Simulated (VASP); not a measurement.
Computed with PBEsol GGA, VASP's PBE PAW potentials (set 64) (plane waves; VASP 6.6.1).

VASP input:

### POSCAR
```
Zn4OS3
1
    1.8347975445    -3.1779629289    -0.0000000000
    1.8347975445     3.1779629289     0.0000000000
   -0.0000000000     0.0000000000    11.9208160735
Zn S O
4 3 1
Direct
  0.6666670000   0.3333330000   0.2597363985
  0.3333330000   0.6666670000   0.9940563896
  0.6666670000   0.3333330000   0.7288947333
  0.3333330000   0.6666670000   0.5255931270
  0.6666670000   0.3333330000   0.4539805020
  0.3333330000   0.6666670000   0.1884033160
  0.6666670000   0.3333330000   0.9232829691
  0.3333330000   0.6666670000   0.6900525646
```

**KPOINTS**
```
kpoints
0
G
  6 6 2
```

INCAR:
```
SYSTEM  =  Zn4OS3
PREC  =  Accurate; ENCUT  =  520; LREAL  =  .False.
LASPH  =  .True.
EDIFF  =  1E-6; NELM  =  100; ALGO  =  Normal
LMAXMIX  =  4
ISMEAR  =  0; SIGMA  =  0.05
GGA  =  PS
IBRION  =  2; NSW  =  60; ISIF  =  3
EDIFFG  =  -0.02
LWAVE  =  .False.; LCHARG  =  .False.
```

POTCAR, in this order: Zn S O (PBE.64 set). Program: vasp_std.

The resulting files:

**OSZICAR**
```
       N       E                     dE             d eps       ncg     rms          rms(c)
DAV:   1     0.627878508041E+03    0.62788E+03   -0.34192E+04  1204   0.212E+03
DAV:   2     0.594050470327E+02   -0.56847E+03   -0.55248E+03  1204   0.475E+02
DAV:   3    -0.296212080847E+02   -0.89026E+02   -0.87768E+02  1308   0.172E+02
DAV:   4    -0.345598579568E+02   -0.49386E+01   -0.49123E+01  1448   0.414E+01
DAV:   5    -0.346386112086E+02   -0.78753E-01   -0.78661E-01  1408   0.547E+00    0.163E+01
DAV:   6    -0.315963930509E+02    0.30422E+01   -0.10165E+01  1978   0.618E+01    0.118E+01
DAV:   7    -0.317649954528E+02   -0.16860E+00   -0.49670E+00  1264   0.125E+01    0.697E+00
DAV:   8    -0.318356424419E+02   -0.70647E-01   -0.17123E+00  1805   0.138E+01    0.248E+00
DAV:   9    -0.317168748044E+02    0.11877E+00   -0.70680E-01  1768   0.115E+01    0.634E-01
DAV:  10    -0.317300519697E+02   -0.13177E-01   -0.16515E-01  1264   0.249E+00    0.488E-01
DAV:  11    -0.317267111662E+02    0.33408E-02   -0.29349E-02  1706   0.138E+00    0.198E-01
DAV:  12    -0.317272812116E+02   -0.57005E-03   -0.60022E-03  1280   0.574E-01    0.204E-01
DAV:  13    -0.317271375567E+02    0.14365E-03   -0.65488E-04  1458   0.226E-01    0.876E-02
DAV:  14    -0.317270199867E+02    0.11757E-03   -0.65101E-04  1541   0.342E-01    0.178E-02
DAV:  15    -0.317270337880E+02   -0.13801E-04   -0.15927E-04  1305   0.776E-02    0.142E-02
DAV:  16    -0.317270347734E+02   -0.98538E-06   -0.67844E-06  1344   0.459E-02
   1 F= -.31727035E+02 E0= -.31727035E+02  d E =-.317270E+02
       N       E                     dE             d eps       ncg     rms          rms(c)
DAV:   1    -0.317401612855E+02   -0.13127E-01   -0.21206E-01  1494   0.622E+00    0.861E-01
DAV:   2    -0.317289023240E+02    0.11259E-01   -0.55264E-02  1482   0.404E+00    0.325E-01
DAV:   3    -0.317277844975E+02    0.11178E-02   -0.25003E-03  1470   0.556E-01    0.174E-01
DAV:   4    -0.317273805741E+02    0.40392E-03   -0.82486E-04  1676   0.291E-01    0.754E-02
DAV:   5    -0.317273348538E+02    0.45720E-04   -0.18652E-04  1664   0.211E-01    0.332E-02
DAV:   6    -0.317273304389E+02    0.44149E-05   -0.52921E-05  1718   0.904E-02    0.113E-02
DAV:   7    -0.317273309477E+02   -0.50876E-06   -0.22576E-05  1450   0.477E-02    0.777E-03
DAV:   8    -0.317273306927E+02    0.25500E-06   -0.31860E-06   989   0.274E-02
   2 F= -.31727331E+02 E0= -.31727331E+02  d E =-.295919E-03
       N       E                     dE             d eps       ncg     rms          rms(c)
DAV:   1    -0.317287010303E+02   -0.13701E-02   -0.21567E-02  1494   0.199E+00    0.273E-01
DAV:   2    -0.317275632978E+02    0.11377E-02   -0.55358E-03  1490   0.125E+00    0.103E-01
DAV:   3    -0.317274483605E+02    0.11494E-03   -0.24796E-04  1493   0.174E-01    0.557E-02
DAV:   4    -0.317274054643E+02    0.42896E-04   -0.83259E-05  1687   0.894E-02    0.233E-02
DAV:   5    -0.317273999379E+02    0.55264E-05   -0.19375E-05  1664   0.661E-02    0.101E-02
DAV:   6    -0.317273992272E+02    0.71064E-06   -0.51831E-06  1244   0.276E-02
   3 F= -.31727399E+02 E0= -.31727399E+02  d E =-.364454E-03
       N       E                     dE             d eps       ncg     rms          rms(c)
DAV:   1    -0.317274468471E+02   -0.46909E-04   -0.82935E-04  1502   0.391E-01    0.539E-02
DAV:   2    -0.317274034378E+02    0.43409E-04   -0.21976E-04  1490   0.250E-01    0.212E-02
DAV:   3    -0.317273992283E+02    0.42095E-05   -0.92280E-06  1310   0.305E-02    0.113E-02
DAV:   4    -0.317273978551E+02    0.13731E-05   -0.32824E-06  1010   0.152E-02    0.409E-03
DAV:   5    -0.317273978221E+02    0.33000E-07   -0.70485E-07   620   0.156E-02
   4 F= -.31727398E+02 E0= -.31727398E+02  d E =-.363049E-03
       N       E                     dE             d eps       ncg     rms          rms(c)
DAV:   1    -0.317274108533E+02   -0.12998E-04   -0.18504E-04  1494   0.186E-01    0.256E-02
DAV:   2    -0.317274010170E+02    0.98363E-05   -0.49759E-05  1495   0.117E-01    0.975E-03
DAV:   3    -0.317273999263E+02    0.10907E-05   -0.18409E-06   631   0.198E-02    0.543E-03
DAV:   4    -0.317273994255E+02    0.50077E-06   -0.10816E-06   626   0.209E-02
   5 F= -.31727399E+02 E0= -.31727399E+02  d E =-.364652E-03
       N       E                     dE             d eps       ncg     rms          rms(c)
DAV:   1    -0.317274026134E+02   -0.26871E-05   -0.44391E-05  1488   0.915E-02    0.124E-02
DAV:   2    -0.317274001211E+02    0.24922E-05   -0.11674E-05  1325   0.582E-02    0.479E-03
DAV:   3    -0.317273998060E+02    0.31517E-06   -0.58607E-07   623   0.119E-02
   6 F= -.31727400E+02 E0= -.31727400E+02  d E =-.365033E-03
       N       E                     dE             d eps       ncg     rms          rms(c)
DAV:   1    -0.317274301075E+02   -0.29986E-04   -0.10350E-02  1210   0.529E-01    0.251E-02
DAV:   2    -0.317274554568E+02   -0.25349E-04   -0.29966E-04  1322   0.117E-01    0.114E-02
DAV:   3    -0.317274544518E+02    0.10050E-05   -0.70954E-06  1442   0.262E-02    0.912E-03
DAV:   4    -0.317274537066E+02    0.74522E-06   -0.20955E-06  1040   0.202E-02
   7 F= -.31727454E+02 E0= -.31727454E+02  d E =-.539007E-04
```

OUTCAR:
```
------------------------ aborting loop because EDIFF is reached ----------------------------------------
  FORCE on cell =-STRESS in cart. coord.  units (eV):
  Direction    XX          YY          ZZ          XY          YZ          ZX
  --------------------------------------------------------------------------------------
  Total        0.0053849      0.0053849      0.0140448      0.0000000      0.0000000      0.0000000
  in kB        0.0622430      0.0622430      0.1623413      0.0000000      0.0000000      0.0000000
  external PRESSURE =       0.0956091 kB  Pullay stress =       0.0000000 kB
  volume of cell :      138.61
      direct lattice vectors                 reciprocal lattice vectors
     1.833264659 -3.175307892 -0.000000000     0.272737489 -0.157465045 -0.000000000
     1.833264659  3.175307892  0.000000000     0.272737489  0.157465045  0.000000000
    -0.000000000 -0.000000000 11.905761958     0.000000000 -0.000000000  0.083992944
 POSITION                                       TOTAL-FORCE (eV/Angst)
 -----------------------------------------------------------------------------------
      1.83326     -1.05844      3.09260         0.000000     -0.000000      0.002059
      1.83326      1.05844     11.83457         0.000000      0.000000     -0.008271
      1.83326     -1.05844      8.67777        -0.000000      0.000000     -0.007117
      1.83326      1.05844      6.25945         0.000000     -0.000000      0.012599
      1.83326     -1.05844      5.40524        -0.000000     -0.000000      0.005990
      1.83326      1.05844      2.24290         0.000000      0.000000     -0.003502
      1.83326     -1.05844     10.99003        -0.000000     -0.000000     -0.013702
      1.83326      1.05844      8.21649        -0.000000      0.000000      0.011945
 -----------------------------------------------------------------------------------
    total drift:                               -0.000001     -0.001680      0.001129
  FREE ENERGIE OF THE ION-ELECTRON SYSTEM (eV)
  ---------------------------------------------------
  free  energy   TOTEN  =       -31.7274537066 eV

  energy  without entropy=      -31.7274537066  energy(sigma->0) =      -31.72745371

 reached required accuracy - stopping structural energy minimisation
```
(Selected blocks of OUTCAR.)

**CONTCAR**
```
Zn4OS3
   1.00000000000000
     1.8332646588840578   -3.1753078922281621   -0.0000000000000000
     1.8332646588840578    3.1753078922281621    0.0000000000000000
    -0.0000000000000000   -0.0000000000000000   11.9057619584567700
  Zn              S               O
     4     3     1
Direct
     0.6666669999999968    0.3333330000000032    0.2597567622994745
     0.3333330000000032    0.6666669999999968    0.9940205548968953
     0.6666669999999968    0.3333330000000032    0.7288716787768696
     0.3333330000000032    0.6666669999999968    0.5257494082560564
     0.6666669999999968    0.3333330000000032    0.4540016099290510
     0.3333330000000032    0.6666669999999968    0.1883878293164996
     0.6666669999999968    0.3333330000000032    0.9230849742908823
     0.3333330000000032    0.6666669999999968    0.6901271823342756
```

File OUTCAR:
```
 val. band max:        2.3102422397   @ k =   0.0000   0.0000   0.0000

 cond. band min:       3.0467734482   @ k =   0.0000   0.0000   0.0000


 Fermi energy:         2.5217120937

 k-point     1 :       0.0000    0.0000    0.0000
  band No.  band energies     occupation
      1     -15.1356      2.00000
      2     -11.2635      2.00000
      3     -10.9195      2.00000
      4     -10.5573      2.00000
      5      -4.4493      2.00000
      6      -4.3697      2.00000
      7      -4.3697      2.00000
      8      -4.3681      2.00000
      9      -4.2611      2.00000
     10      -4.2611      2.00000
     11      -4.1365      2.00000
     12      -4.1365      2.00000
     13      -4.0554      2.00000
     14      -3.9627      2.00000
     15      -3.9627      2.00000
     16      -3.8589      2.00000
     17      -3.8589      2.00000
     18      -3.7638      2.00000
     19      -3.7638      2.00000
     20      -3.5501      2.00000
     21      -3.4760      2.00000
     22      -3.4759      2.00000
     23      -3.3699      2.00000
     24      -3.3699      2.00000
     25      -3.3457      2.00000
     26      -1.0825      2.00000
     27      -0.6983      2.00000
     28       0.5894      2.00000
     29       0.5895      2.00000
     30       1.6634      2.00000
     31       1.6635      2.00000
     32       1.8039      2.00000
     33       1.9892      2.00000
     34       1.9892      2.00000
     35       2.3102      2.00000
     36       2.3102      2.00000
     37       3.0468      0.00000
     38       5.8099      0.00000
     39       5.9994      0.00000
     40       6.2401      0.00000
     41       8.3579      0.00000
     42       8.6157      0.00000
     43       8.9022      0.00000

 k-point     2 :       0.1667    0.0000    0.0000
  band No.  band energies     occupation
      1     -15.0814      2.00000
      2     -11.0580      2.00000
      3     -10.7344      2.00000
      4     -10.4101      2.00000
      5      -4.4372      2.00000
...
```

The structure was generated: Zn4OS3 was put into an ordered model structure (P3m1), which need not be its known phase. This run relaxes it. Symmetry was kept, so distortions that lower it aren't found. The start is the result of an earlier pass.
